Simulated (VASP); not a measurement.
Rb4LiH4O4 (a cell with a defect), 13 atoms in the cell. The cell holds a defect, 13 atoms: a = 5.904 Å, b = 5.904 Å, c = 5.748 Å, α = 104.18°, β = 75.82°, γ = 88.52°. 

- Program: VASP 6.6.1
- Task: single point
- Functional: PBE
- Potentials or basis: VASP PAW PBE potentials, release 64 (Rb_sv, H, O, Li_sv)
- Cutoff: 520 eV
- k mesh: 2 × 2 × 2
- Occupations: gaussian, width 0.02 eV
- Spin: collinear spin, typed start
- Starting moments: [0.0, 0.0, 0.0, 0.0, 0.0, 0.0, 0.0, 0.0, 0.0, 0.0, 0.0, 0.0, 1.0] μB
- Dipole correction: no
- Further INCAR settings: ALGO = Normal; EDIFF = 1e-06; NBANDS = 50

Potentials or basis: VASP PAW PBE potentials, release 64 (Rb_sv, H, O, Li_sv).

Run with:

```console
$ cat potpaw_PBE.64/Rb_sv/POTCAR potpaw_PBE.64/H/POTCAR potpaw_PBE.64/O/POTCAR potpaw_PBE.64/Li_sv/POTCAR > POTCAR
$ mpirun -np 1 vasp_std > vasp.out
```

Hardware: 1 thread of AMD EPYC 9R45 (Zen 5), on a shared host.

Task: Estimate the wall time of this run.

Result: It took 2.3 min on 1 thread of AMD EPYC 9R45 (Zen 5), on a shared host, peak memory 0.43 GiB. Counts: scf iterations 17, k points 8.
